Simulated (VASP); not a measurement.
The system is V3RuN.

```
CELL_PARAMETERS angstrom
3.88997 0.00000 0.00000
0.00000 3.88997 0.00000
0.00000 0.00000 3.88997
ATOMIC_POSITIONS crystal
Ru 0.00000 0.00000 0.00000
V 0.00000 0.50000 0.50000
V 0.50000 0.00000 0.50000
V 0.50000 0.50000 0.00000
N 0.50000 0.50000 0.50000
```

The cell was built by a generator and needn't be a form met in nature.

- Program: VASP 6.6.1
- Task: relaxation of cell and atoms
- Functional: PBE
- Potentials or basis: VASP PAW PBE potentials, release 64 (Ru_pv, V_sv, N)
- Cutoff: 600 eV
- k mesh: 5 × 5 × 5
- Occupations: fermi-dirac, width 0.001 eV
- Spin: no spin polarisation

At the start: pressure 4.6 GPa; volume 11.77 Å³/atom.

Problem. How do energy, volume and symmetry change on relaxing?

Solution. Over 3 steps the energy falls by 2.9 meV/atom and the volume is 11.98 Å³/atom (+1.8 %); space group Pm-3m (No. 221, to 0.05 Å).

The path:
| step | energy change (eV) | largest force (eV/Å) | pressure (GPa) | volume (Å³) |
| --- | --- | --- | --- | --- |
| 1 | 0.0000 | 0.0000 | 4.57 | 58.86 |
| 2 | 0.0279 | 0.0000 | -7.12 | 61.77 |
| 3 | -0.0147 | 0.0000 | -0.03 | 59.92 |

Final structure:
```
Ru V N
1.0
     3.91308    0.00000    0.00000
     0.00000    3.91308    0.00000
     0.00000    0.00000    3.91308
Ru V N
1 3 1
Direct
  0.00000 0.00000 0.00000
  0.00000 0.50000 0.50000
  0.50000 0.00000 0.50000
  0.50000 0.50000 0.00000
  0.50000 0.50000 0.50000
```

Caveat: the run has no spin polarisation, though such a crystal can be magnetic.
